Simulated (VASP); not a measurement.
VASP ran on this input.

### INCAR
```
# general
SYSTEM =Er
PREC   =Accurate
ENCUT  =300   # plane-wave cut-off (eV)
LREAL  =.FALSE.   # projection in real space or not
LASPH  =.TRUE.   # aspherical one-centre terms

# electronic loop
EDIFF  =1E-12   # SCF stop (eV)
NELM   =100   # most electronic steps
ALGO   =Normal   # blocked Davidson
LMAXMIX=6   # l cut-off of mixed one-centre charges

# smearing
ISMEAR =-1
SIGMA  =0.1   # width (eV)

# functional
GGA    =PS   # PBEsol

# spin
ISPIN  =2   # spin-polarised
MAGMOM =4*3.0

# ions
ISIF   =2   # forces and stress, cell fixed

# output
LWAVE  =.FALSE.
LCHARG =.FALSE.
LORBIT =11   # lm-projected
```

**KPOINTS**
```
kpoints
0
Gamma
7 7 1
```

### POSCAR
```
Er
1
    3.6032180000     0.0000000000     0.0000000000
   -1.8016090000     3.1204780000     0.0000000000
    0.0000000000     0.0000000000    18.5212000000
Er
4
Direct
  0.0000000000   0.0000000000   0.7300390000
  0.0000000000   0.0000000000   0.4233200000
  0.3333330000   0.6666670000   0.2699610000
  0.6666670000   0.3333330000   0.5766800000
```

POTCAR, in this order: Er (PBE.64 set). Program: vasp_std.

Question: Write an equivalent input for Ansatz.

Answer: One equivalent input (not run):
Ansatz 0.2 input:
```yaml
crystal:
  lattice:
    - [3.6032180, 0.0000000, 0.0000000]
    - [-1.8016090, 3.1204780, 0.0000000]
    - [0.0000000, 0.0000000, 18.5212000]
  atoms:
    - { symbol: Er, position: [0.0000000, 0.0000000, 0.7300390], spin: 3 }
    - { symbol: Er, position: [0.0000000, 0.0000000, 0.4233200], spin: 3 }
    - { symbol: Er, position: [0.3333330, 0.6666670, 0.2699610], spin: 3 }
    - { symbol: Er, position: [0.6666670, 0.3333330, 0.5766800], spin: 3 }
kpoints:
  mp_grid: { grid: [7, 7, 1] }
hamiltonian:
  xc: pbesol
  pseudopotentials: { kind: paw }
magnetization: { spin_polarized: true }
scf:
  occupations: { method: fermi_dirac, width: 0.1 }
  max_iter: 100
output: { forces: true, stress: true, eigenvalues: true }
```
The two are equivalent in intent, not identical: each code has its own PAW files, so the cut-off isn't converted (ENCUT is set for VASP's; basis.ecutwfc is left out, and Ansatz then takes the one that its files recommend); Ansatz stops its SCF on the density residual and VASP on the energy change (EDIFF).

The cell is a sheet with vacuum, built from a generated structure.
